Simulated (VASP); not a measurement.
The input files of a VASP run:

File POSCAR:
```
RuP
1
    3.2890000000     0.0000000000     0.0000000000
    0.0000000000     3.2890000000     0.0000000000
    0.0000000000     0.0000000000     3.2890000000
Ru P
1 1
Direct
  0.0000000000   0.0000000000   0.0000000000
  0.5000000000   0.5000000000   0.5000000000
```

### INCAR
```
# general
SYSTEM  = RuP
PREC    = Accurate
ENCUT   = 400   # plane-wave cut-off (eV)
LREAL   = .False.   # projection in real space or not
LASPH   = .True.

# electronic loop
EDIFF   = 1E-6   # SCF stop (eV)
NELM    = 100   # most electronic steps
ALGO    = Normal   # blocked Davidson
LMAXMIX = 4

# smearing
ISMEAR  = 1   # Methfessel-Paxton
SIGMA   = 0.1   # width (eV)

# functional
GGA     = PS

# ions
IBRION  = 2   # conjugate gradients
NSW     = 60
ISIF    = 3   # ions, shape and volume
EDIFFG  = -0.01   # ionic stop

# output
LWAVE   = .False.
LCHARG  = .False.
```

File KPOINTS:
```
Automatic
0
Gamma
10 10 10
0 0 0
```

POTCAR, in this order: Ru_pv P (PBE.64 set). Program: vasp_std.

Question: Write an equivalent input for Ansatz.

Answer: One equivalent input (not run):
Ansatz 0.2 input:
```yaml
crystal:
  lattice:
    - [3.2890000, 0.0000000, 0.0000000]
    - [0.0000000, 3.2890000, 0.0000000]
    - [0.0000000, 0.0000000, 3.2890000]
  atoms:
    - { symbol: Ru, position: [0.0000000, 0.0000000, 0.0000000] }
    - { symbol: P, position: [0.5000000, 0.5000000, 0.5000000] }
kpoints:
  mp_grid: { grid: [10, 10, 10] }
hamiltonian:
  xc: pbesol
  pseudopotentials: { kind: paw }
scf:
  occupations: { method: methfessel_paxton, width: 0.1 }
  max_iter: 100
relax:
  max_steps: 60
  f_tol: 0.01
  cell: {}
output: { forces: true, stress: true, eigenvalues: true }
```
What does not carry over: each code has its own PAW files, so the cut-off isn't converted (ENCUT is set for VASP's; basis.ecutwfc is left out, and Ansatz then takes the one that its files recommend); Ansatz stops its SCF on the density residual and VASP on the energy change (EDIFF).

The structure was generated: RuP was put into the CsCl type type (Pm-3m), which need not be its known phase. This run relaxes it. Symmetry was kept, so distortions that lower it aren't found.
